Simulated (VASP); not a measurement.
Computed with PBE GGA, VASP's PBE PAW potentials (set 64) (plane waves; VASP).

Input for VASP

### INCAR
```
# general
SYSTEM =SnSe2
PREC   =Accurate
ENCUT  =520
LREAL  =F
LASPH  =T

# electronic loop
EDIFF  =1E-6
NELM   =100
ALGO   =Normal
LMAXMIX=4

# smearing
ISMEAR =0
SIGMA  =0.05

# functional
GGA    =PE

# ions
ISIF   =2

# output
LWAVE  =F
LCHARG =F
```

POSCAR:
```
SnSe2
1
    1.9012880000    -3.2833080000     0.0000000000
    1.9012880000     3.2833080000     0.0000000000
    0.0000000000     0.0000000000     6.3106940000
Sn Se
1 2
Direct
  0.0000000000   0.0000000000   0.0000000000
  0.3333330000   0.6666670000   0.2500000000
  0.6883030000   0.3549690000   0.7500000000
```

### KPOINTS
```
Automatic
0
Gamma
6 6 3
```

POTCAR, in this order: Sn_d Se_GW (PBE.64 set). Program: vasp_std.

The resulting files:

**OSZICAR**
```
       N       E                     dE             d eps       ncg     rms          rms(c)
DAV:   1     0.196093851497E+03    0.19609E+03   -0.12598E+04  1905   0.173E+03
DAV:   2     0.104339527000E+02   -0.18566E+03   -0.18222E+03  2063   0.390E+02
DAV:   3    -0.111821800522E+02   -0.21616E+02   -0.20801E+02  2403   0.122E+02
DAV:   4    -0.120398251493E+02   -0.85765E+00   -0.85662E+00  2704   0.248E+01
DAV:   5    -0.120531341523E+02   -0.13309E-01   -0.13304E-01  2628   0.283E+00    0.350E+00
DAV:   6    -0.118044184951E+02    0.24872E+00   -0.59833E-01  2881   0.875E+00    0.195E+00
DAV:   7    -0.117846404931E+02    0.19778E-01   -0.14330E-01  2440   0.275E+00    0.637E-01
DAV:   8    -0.117846297729E+02    0.10720E-04   -0.11733E-02  2398   0.102E+00    0.175E-01
DAV:   9    -0.117851643144E+02   -0.53454E-03   -0.14494E-03  2533   0.326E-01    0.509E-02
DAV:  10    -0.117851869349E+02   -0.22621E-04   -0.15260E-04  2714   0.888E-02    0.160E-02
DAV:  11    -0.117852003024E+02   -0.13367E-04   -0.38255E-05  2179   0.391E-02    0.424E-03
DAV:  12    -0.117852005024E+02   -0.20002E-06   -0.22458E-06  2344   0.141E-02
   1 F= -.11785201E+02 E0= -.11785201E+02  d E =-.564745E-12
```

**OUTCAR**
```
------------------------ aborting loop because EDIFF is reached ----------------------------------------
  FORCE on cell =-STRESS in cart. coord.  units (eV):
  Direction    XX          YY          ZZ          XY          YZ          ZX
  --------------------------------------------------------------------------------------
  Total        1.9537322      2.0561594      1.7778924      0.1028767      0.0216456      0.4607569
  in kB       39.7291219     41.8119788     36.1534226      2.0919963      0.4401635      9.3694864
  external PRESSURE =      39.2315078 kB  Pullay stress =       0.0000000 kB
  volume of cell :       78.79
      direct lattice vectors                 reciprocal lattice vectors
     1.901288000 -3.283308000  0.000000000     0.262979622 -0.152285439  0.000000000
     1.901288000  3.283308000  0.000000000     0.262979622  0.152285439  0.000000000
     0.000000000  0.000000000  6.310694000     0.000000000  0.000000000  0.158461177
 POSITION                                       TOTAL-FORCE (eV/Angst)
 -----------------------------------------------------------------------------------
      0.00000      0.00000      0.00000         0.240298      0.030987      0.036860
      1.90129      1.09444      1.57767         0.048831     -0.009225      0.332105
      1.98356     -1.09444      4.73302        -0.289129     -0.021762     -0.368965
 -----------------------------------------------------------------------------------
    total drift:                                0.000074      0.000010      0.000001
  FREE ENERGIE OF THE ION-ELECTRON SYSTEM (eV)
  ---------------------------------------------------
  free  energy   TOTEN  =       -11.7852005024 eV

  energy  without entropy=      -11.7852005024  energy(sigma->0) =      -11.78520050
```
(Selected blocks of OUTCAR.)

### OUTCAR
```
 val. band max:        3.9674323512   @ k =  -0.0000   0.1667   0.0000

 cond. band min:       4.6000666083   @ k =   0.5000  -0.0000   0.3333


 Fermi energy:         4.1946187524

 k-point     1 :       0.0000    0.0000    0.0000
  band No.  band energies     occupation
      1     -17.2900      2.00000
      2     -17.2873      2.00000
      3     -17.2479      2.00000
      4     -17.2358      2.00000
      5     -17.2352      2.00000
      6      -9.8969      2.00000
      7      -8.2716      2.00000
      8      -2.1860      2.00000
      9       3.2824      2.00000
     10       3.5210      2.00000
     11       3.6891      2.00000
     12       3.7345      2.00000
     13       3.7613      2.00000
     14       5.0659      0.00000
     15       7.0733      0.00000
     16       8.5283      0.00000
     17       8.8034      0.00000

 k-point     2 :       0.1667   -0.0000    0.0000
  band No.  band energies     occupation
      1     -17.3005      2.00000
      2     -17.2788      2.00000
      3     -17.2422      2.00000
      4     -17.2403      2.00000
      5     -17.2343      2.00000
      6      -9.6242      2.00000
      7      -8.1019      2.00000
      8      -2.1357      2.00000
      9       1.5022      2.00000
     10       2.4689      2.00000
     11       2.6023      2.00000
     12       3.7395      2.00000
     13       3.9042      2.00000
     14       6.2118      0.00000
     15       7.7246      0.00000
     16       8.7543      0.00000
     17       9.2012      0.00000

 k-point     3 :      -0.0000    0.1667    0.0000
  band No.  band energies     occupation
      1     -17.3022      2.00000
      2     -17.2779      2.00000
      3     -17.2460      2.00000
      4     -17.2368      2.00000
      5     -17.2334      2.00000
      6      -9.6242      2.00000
      7      -8.0892      2.00000
      8      -2.1587      2.00000
      9       1.3506      2.00000
     10       2.4587      2.00000
     11       2.6971      2.00000
...
```

Unless said otherwise, spin-orbit coupling is left out, though it shifts the bands of the heavy elements here.

The compound is SnSe2 in the 1T layered structure. The cell was not relaxed at this level, atoms are displaced from their ideal sites. The run is one of a series of settings (ENCUT = 520, POTCAR Sn_d Se_GW (PBE.64 set) against the base run), some of them coarse on purpose.
